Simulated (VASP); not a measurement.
An input for Ansatz (written as the equivalent of a VASP run, and not itself run):

Ansatz 0.2 input:
```yaml
crystal:
  lattice:
    - [-2.8227840, 2.8227840, 6.2875920]
    - [2.8227840, -2.8227840, 6.2875920]
    - [2.8227840, 2.8227840, -6.2875920]
  atoms:
    - { symbol: Ba, position: [0.5000000, 0.5000000, 0.0000000] }
    - { symbol: Ba, position: [0.7500000, 0.2500000, 0.5000000] }
    - { symbol: Ba, position: [0.2500000, 0.7500000, 0.5000000] }
    - { symbol: Al, position: [0.0000000, 0.0000000, 0.0000000] }
kpoints:
  mp_grid: { grid: [4, 4, 4] }
hamiltonian:
  xc: lda
  pseudopotentials: { kind: paw }
scf:
  occupations: { method: gaussian, width: 0.2 }
  max_iter: 100
output: { forces: true, stress: true, eigenvalues: true }
```

**Question.** Write the VASP files for the same calculation (LDA).

**Answer.** This is not unique; one that fits is 
INCAR:
```
! general
SYSTEM =Ba3Al
PREC   =Accurate
ENCUT  =300
LREAL  =.FALSE.
LASPH  =.TRUE.

! electronic loop
EDIFF  =1E-6
NELM   =100
ALGO   =Normal
LMAXMIX=4

! smearing
ISMEAR =0
SIGMA  =0.2

! ions
ISIF   =2

! output
LWAVE  =.FALSE.
LCHARG =.FALSE.
```

### KPOINTS
```
Automatic mesh
0
Gamma
4 4 4
0 0 0
```

### POSCAR
```
Ba3Al
1
   -2.8227840000     2.8227840000     6.2875920000
    2.8227840000    -2.8227840000     6.2875920000
    2.8227840000     2.8227840000    -6.2875920000
Ba Al
3 1
Direct
  0.5000000000   0.5000000000   0.0000000000
  0.7500000000   0.2500000000   0.5000000000
  0.2500000000   0.7500000000   0.5000000000
  0.0000000000   0.0000000000   0.0000000000
```

POTCAR, in this order: Ba_sv Al (LDA.64 set). Program: vasp_std.

What does not carry over: each code has its own PAW files, so the cut-off isn't converted (ENCUT is set for VASP's; basis.ecutwfc is left out, and Ansatz then takes the one that its files recommend); Ansatz stops its SCF on the density residual and VASP on the energy change (EDIFF); Ansatz's lda is the Perdew-Wang form, while the LDA potentials of VASP carry Perdew-Zunger's.

The structure was generated: Ba3Al was put into an ordered model structure, which need not be its known phase. The cell was not relaxed at this level. The k-mesh is coarse (spacing up to 0.39 per Å, 2π included), so the numbers may not be converged in it. The run is one of a series of settings (GGA removed, POTCAR Ba_sv Al (LDA.64 set) against the base run), some of them coarse on purpose.
